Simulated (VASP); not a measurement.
VASP input:

**INCAR**
```
ALGO = Normal
EDIFF = 1E-6
EDIFFG = -0.02
ENCUT = 500
GGA = PS
IBRION = 2
ISIF = 3
ISMEAR = 0
LASPH = .TRUE.
LCHARG = .FALSE.
LMAXMIX = 4
LREAL = .FALSE.
LWAVE = .FALSE.
NELM = 100
NSW = 40
PREC = Accurate
PSTRESS = 100
SIGMA = 0.05
SYSTEM = PbSe
```

File POSCAR:
```
PbSe
1
    0.0000000000     2.9131822504     2.9131822504
    2.9131822504     0.0000000000     2.9131822504
    2.9131822504     2.9131822504     0.0000000000
Pb Se
1 1
Direct
  0.0000000000   0.0000000000   0.0000000000
  0.5000000000   0.5000000000   0.5000000000
```

### KPOINTS
```
Regular mesh
0
G
  8 8 8
0 0 0
```

POTCAR, in this order: Pb_d Se (PBE.64 set). Program: vasp_std.

Q: Write an equivalent input for Quantum ESPRESSO's pw.x.

A: One equivalent input (not run):
```
&CONTROL
  calculation = 'vc-relax'
  pseudo_dir = './pseudo'
  outdir = './out'
  tprnfor = .true.
  tstress = .true.
  nstep = 40
  forc_conv_thr = 0.00078
/
&SYSTEM
  ibrav = 0
  nat = 2
  ntyp = 2
  ecutwfc = 86
  occupations = 'smearing'
  smearing = 'gaussian'
  degauss = 0.003675
  input_dft = 'pbesol'
/
&ELECTRONS
  conv_thr = 7.3e-08
  electron_maxstep = 100
/
&IONS
/
&CELL
  press = 100
/
ATOMIC_SPECIES
  Pb 207.200 Pb.upf
  Se 78.971 Se.upf
CELL_PARAMETERS angstrom
     0.0000000    2.9131823    2.9131823
     2.9131823    0.0000000    2.9131823
     2.9131823    2.9131823    0.0000000
ATOMIC_POSITIONS crystal
  Pb   0.0000000  0.0000000  0.0000000
  Se   0.5000000  0.5000000  0.5000000
K_POINTS automatic
  8 8 8 0 0 0
```
What does not carry over: the potentials are each code's own (VASP's PAW set, PseudoDojo norm-conserving files in pw.x), so ENCUT and ecutwfc are chosen apart and not converted; conv_thr bounds pw.x's estimated SCF error, while EDIFF bounds the energy change between steps; forc_conv_thr acts on force components and is met together with etot_conv_thr.

The structure was generated: PbSe was put into the rock salt type (Fm-3m), which need not be its known phase. It was relaxed first under an external pressure of 10 GPa.
